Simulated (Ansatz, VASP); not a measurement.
# Ti (Titanium): VASP beside Ansatz

Aim: how closely do two programs agree when they are given the same cell, functional and k mesh? The cell is taken from a series of runs on this material, whose earlier steps may have relaxed, scaled, displaced or heated it; both programs get it as it stands.

Main program and level: Ansatz 0.2.0; plane waves, with VASP 6.6.1 beside it; zone-centre phonons at PBEsol.

## 1. The starting structure

It takes space group P6_3/mmc (No. 194, hexagonal). Conventional cell: a = 2.883 Å, b = 2.883 Å, c = 4.681 Å, α = 90.00°, β = 90.00°, γ = 120.00°. Nearest to Ti lie 12 Ti at 2.87 to 2.88 Å.

## 2. Ansatz: zone-centre phonons, PBEsol

Ansatz runs on its PAW soft_1 files.

Second derivatives magnify differences that forces hide, and they need a tight electronic threshold.

input.yaml

```yaml
crystal:
  lattice:
    - [2.8833324512, 0.0, 0.0]
    - [-1.4416662256, 2.4970391503, 0.0]
    - [0.0, 0.0, 4.6805152147]
  atoms:
    - { symbol: Ti, position: [0.333333467, 0.666666533, 0.25] }
    - { symbol: Ti, position: [0.666666533, 0.333333467, 0.75] }
kpoints:
  mp_grid: { grid: [18, 18, 12] }
hamiltonian:
  xc: pbesol
  pseudopotentials: { kind: paw, azcp: { folder: soft_1 }, xc_functional: pbe }
scf:
  occupations: { method: methfessel_paxton, width: 0.2 }
output:
  eigenvalues: true
phonons:
  method: dfpt
```

On the command line:

```console
$ ansatz run input.yaml --threads 4 --pin off --max-ram 10240MiB --backend cpu --events-out ev --progress --plain --runs-dir out
```

Numbers of over 12 decimals in the logs are rounded to 6 here.

Output:

```text
Warning: the atoms were moved onto the symmetric positions of the space group found under crystal.symmetry.tolerance 1.0e-5 (fractional; no operation is sought that the atoms, as they stand in a round, miss by more than twice it, and no atom is moved by as much as it), and the run uses the moved positions. Before a round's move an operation carried an atom to 1.16e-6 Å from where it should land, the largest such dist [...]
zone centre: on kpoints.mp_grid the ground state, and the responses unless they are solved on pairs of k-points, stand on 637 of the mesh's 3888 k-points, reduced under 4 symmetry operations, with k and −k counted as one. Each operation leaves every solved displacement unchanged or reverses it
Engine: ansatz 0.2.0, aarch64-unknown-linux-gnu
Pseudopotentials: kind: paw
Pseudopotential: Ti, paw, valence charge 12, recommended cutoff 420 eV (normal), soft_1/Ti.paw.azcp
Functional definition: PBEsol
  exchange = pbesol_x
  correlation = pbesol_c
Crystal: 2 atoms, lattice volume = 33.699 Å³
Basis set: ecut = 420 eV, 663 PW (Γ), exchange–correlation on 40×40×64 points (8 copies of the dense FFT grid, shifted against one another)
Bands: 16, of which v1, the nominal top of the filled ones, is band 12 counted from 1 (11 counted from 0)
Symmetry: 24 space group operations
k-points: 637 of 3888 (irreducible under 4 space group operations, time reversal used)
Non-local potential: Ti, projectors of the file, l = 0: 3, l = 1: 2, l = 2: 3, l = 3: 1
PAW form: soft (Blöchl's): semilocal exchange-correlation on the pseudo side does not see the compensation charge
PAW frozen core: Ti, regenerated for the run's functional, and the local potential with it (the file was generated under x = pbe(κ = 0.804, μ = 0.219515), c = pbe(β = 0.066725))
PAW one-centre angular grid: Ti, 590 points (default); XC on 64 Gauss nodes
Initial density: superposition of atomic densities (chi_scale 0.1, normalization cell)
Initial wavefunctions: pseudopotential atomic-orbital guess
Functional: x = pbesol(κ = 0.804, μ = 0.123457), c = pbesol(β = 0.046)
SCF iter   1: F=—  HF=-4948.265080 eV  |F-HF|=—  |Δ(HF+E_count)|=         —  Δρ=6.43e-2  dr2=1.42e0  ethr=3.10e-3  ⟨swp⟩=4.3  Hψ=88709  notcnv=0
automatic band count: the SCF goes on with 20 bands, as 16 were too few: they end inside the smearing window of the response
preconditioner: auto → none  [metal: Δε(μ)=0.012 eV  Ē_g=4.693 eV  σ=0.200 eV  W_gap=0.05  n_scr=8 (ndim 8)  ℏωp=18.1 eV  f_vac=0.000  D(μ)=1.57/eV (n_scr^D=22)  sad-step TF]
SCF iter   2: F=—  HF=-4947.948545 eV  |F-HF|=—  |Δ(HF+E_count)|=   3.17e-1  S|Δr|=    0.00e0  Δρ=3.66e-2  dr2=4.86e-1  ethr=3.10e-3  ⟨swp⟩=2.0  Hψ=21413  notcnv=0  defer=899
SCF iter   3: F=—  HF=-4947.792463 eV  |F-HF|=—  |Δ(HF+E_count)|=   1.56e-1  S|Δr|=    0.00e0  Δρ=1.49e-3  dr2=3.33e-4  ethr=2.02e-3  ⟨swp⟩=2.8  Hψ=21841  notcnv=0  defer=899
SCF iter   4: F=—  HF=-4947.792547 eV  |F-HF|=—  |Δ(HF+E_count)|=   8.41e-5  S|Δr|=    0.00e0  Δρ=1.51e-4  dr2=4.97e-6  ethr=1.39e-6  ⟨swp⟩=2.2  Hψ=22153  notcnv=0  defer=857
SCF iter   5: F=—  HF=-4947.792553 eV  |F-HF|=—  |Δ(HF+E_count)|=   6.61e-6  S|Δr|=    0.00e0  Δρ=7.10e-5  dr2=1.20e-6  ethr=2.07e-8  ⟨swp⟩=2.0  Hψ=19687  notcnv=0  defer=857
SCF iter   6: F=—  HF=-4947.792553 eV  |F-HF|=—  |Δ(HF+E_count)|=   7.65e-8  S|Δr|=    0.00e0  Δρ=1.12e-5  dr2=2.59e-8  ethr=4.98e-9  ⟨swp⟩=2.5  Hψ=17728  notcnv=0  defer=857
SCF iter   7: F=—  HF=-4947.792553 eV  |F-HF|=—  |Δ(HF+E_count)|=   9.69e-9  S|Δr|=    0.00e0  Δρ=1.18e-6  dr2=3.99e-10  ethr=1.08e-10  ⟨swp⟩=2.8  Hψ=20871  notcnv=0  defer=857
SCF iter   8: F=-4947.792553 eV  HF=-4947.792553 eV  |F-HF|=0.00e0  |Δ(HF+E_count)|=  1.59e-10  S|Δr|=    0.00e0  Δρ=4.58e-8  dr2=2.01e-13  ethr=1.00e-12  ⟨swp⟩=7.0  Hψ=58139  notcnv=0
SCF 1 converged in 8 iterations: F = -4947.792553 eV  dr2 = 2.01e-13
  greatest PAW one-centre occupation: 0.999 electrons in one spin orbital (limit 2), on the Ti atom at site 1 (counted from 0), in its partial waves of l = 0
DFPT response loops at Γ: preconditioner auto → Kerker (q_TF=auto, 2.578 Å⁻¹) (partly filled bands, converged f_vac=0.000); β = 1.00, the filter's whole step (`scf.mixing.beta` (0.50) is not read by the response loops under this deck's `scf.mixing.preconditioner`; to damp them name `kerker` or `kerker_dos`, under which they read `scf.mixing.beta`, and type it under 1.00, their step now; both keys bind the ground state too); Broyden in place of MSR1
SCF converged after 8 iterations
Stability not checked: this state was not tested for a lower state beside it, because cold or Methfessel-Paxton smearing, or corrected tetrahedra, fill the levels in a way that the test cannot read (fill_not_monotonic; see scf.lower_state_search)
Free energy (F): -4947.792553 eV
Harris-Foulkes:  -4947.792553 eV  (|F-HF|=0.00e0)
Internal energy: -4947.797273 eV  (E = F + TS)
E sigma→0 (E₀):  -4947.793733 eV
Entropy (-TS):   0.004720 eV (2.360 meV/atom)
Fermi energy:    13.647222 eV
--- Per-component energies (eV) ---
  E_band       = -305.352400
  E_kinetic    = 563.121915
  E_local      = -1712.699306  (includes V_loc(G=0)·N_el)
  E_nonlocal   = 123.765558
  E_hartree    = 679.103070
  E_xc         = -230.698940
  E_vxc        = -290.234479  (∫ρ·V_xc dr)
  E_paw        = -2034.671992  (= ΣΔE_a)
  E_vpaw       = -347.512066  (= ΣTr[D̂ρ^β])
  E_aug_tail   = -0.000164  (compensation charges beyond the density's cutoff)
  E_ewald      = -2335.996183
  E_core_change = 0.278769  (= ΣΔE_core)
  E_smearing   = 0.004720  (= −TS)
  E_closure    = -0.000000  (closes the sum)
  Σ components = -4947.792553   (vs F -4947.792553, Δ=0.00e0)
--- Band table (eV; the first three rows and the last of 637) ---
  k-point 0: bands = [... 8 lower, 7.3887, 10.8625, 14.2666, 14.4017, 14.4660, 14.4660, 14.9484, 14.9484, ... 4 higher]
  k-point 1: bands = [... 8 lower, 7.4472, 10.8325, 14.1694, 14.3697, 14.4419, 14.4419, 14.9190, 14.9190, ... 4 higher]
  k-point 2: bands = [... 8 lower, 7.6201, 10.7284, 13.9363, 14.2775, 14.3903, 14.3903, 14.8387, 14.8387, ... 4 higher]
  k-point 636: bands = [... 8 lower, 11.5891, 11.5891, 13.0551, 13.0551, 13.5642, 13.5642, 15.2588, 15.2588, ... 4 higher]
--- Phonons (Γ-DFPT): 2 representative perturbations + reference, on 637 of 3888 k-points (Σ response iterations 6) ---
  k mesh reduced under 4 symmetry operations, with k and −k counted as one. Each operation leaves every solved displacement unchanged or reverses it
  ASR residual: 6.409e-6 → 0.000e0 eV/Å²; symmetrization residual: 8.904e-13 eV/Å²
  ASR residual per site (eV/Å²): 6.41e-6 6.41e-6
  Γ frequencies (cm⁻¹): 0.00 0.00 0.00 123.92 123.92 178.97
  non-analytic LO–TO correction: not included (Born effective charges unavailable; polar crystals: no LO–TO splitting at Γ)
```

In the SCF lines HF is the Harris–Foulkes energy and dr2 the Hartree energy of the density residual, in eV; the loop may stop once dr2 is under the threshold and the program's other checks hold. Hψ counts applications of the Hamiltonian.

[end of part 1 of 2]

[Lines on the potential files, build, host, timing and source positions are cut from VASP's logs without a mark.]

[Logs are printed without paths, hosts, clocks, repeated set-up lines and the standing remarks that a program may print on its own settings, such as how far it seeks lower states.]

[Hosts, paths, dates, database ids (printed as entryN), source tags and the programs' standing remarks are cut or masked in the printed files.]
